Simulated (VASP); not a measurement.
Computed with PW91 GGA, VASP's PBE PAW potentials (set 64) (plane waves; VASP).

The input files of a VASP run:

File KPOINTS:
```
Automatic
0
G
 9 9 9
0 0 0
```

POSCAR:
```
Sb
7.9146840
  0.5000000000  -0.2722787164   0.0000000000
  0.5000000000   0.2722787164   0.0000000000
  0.3517285087   0.0000000000   0.4476859720
Sb
2
Direct
  0.2335000000   0.2335000000   0.2335000000
  0.7665000000   0.7665000000   0.7665000000
```

INCAR:
```
SYSTEM = Sb
PREC = Accurate
ENCUT = 400
EDIFF = 1E-6
NELM = 100
ALGO = Normal
LREAL = .FALSE.
LASPH = .TRUE.
ISMEAR = 1
SIGMA = 0.1
GGA = 91
LMAXMIX = 4
LWAVE = .FALSE.
LCHARG = .FALSE.
ISIF = 2
```

POTCAR, in this order: Sb (PBE.64 set). Program: vasp_std.

**Question.** Estimate the energy per atom (σ→0), pressure, largest force.

**Answer.** 
```
Item                            Value
---------------------  --------------
energy per atom (σ→0)  -4.146 eV/atom
pressure                     2.99 GPa
largest force              0.225 eV/Å
```

**OSZICAR**
```
...
DAV:   4    -0.829651667785E+01   -0.98507E-02   -0.98494E-02  1869   0.261E+00
DAV:   5    -0.829660384878E+01   -0.87171E-04   -0.87171E-04  1748   0.246E-01    0.312E+00
DAV:   6    -0.829331475291E+01    0.32891E-02   -0.27781E-03  1748   0.427E-01    0.189E+00
DAV:   7    -0.829163556601E+01    0.16792E-02   -0.65177E-03  1642   0.655E-01    0.803E-02
DAV:   8    -0.829171743511E+01   -0.81869E-04   -0.20642E-04  1652   0.111E-01    0.247E-02
DAV:   9    -0.829173930999E+01   -0.21875E-04   -0.36143E-05  1659   0.465E-02    0.688E-03
DAV:  10    -0.829173938062E+01   -0.70630E-07   -0.52025E-06  1743   0.145E-02
   1 F= -.82917394E+01 E0= -.82916744E+01  d E =-.195041E-03
```

The compound is Sb in the a7 structure. The cell was not relaxed at this level. The run is one of a series of settings (GGA = 91 against the base run), some of them coarse on purpose.
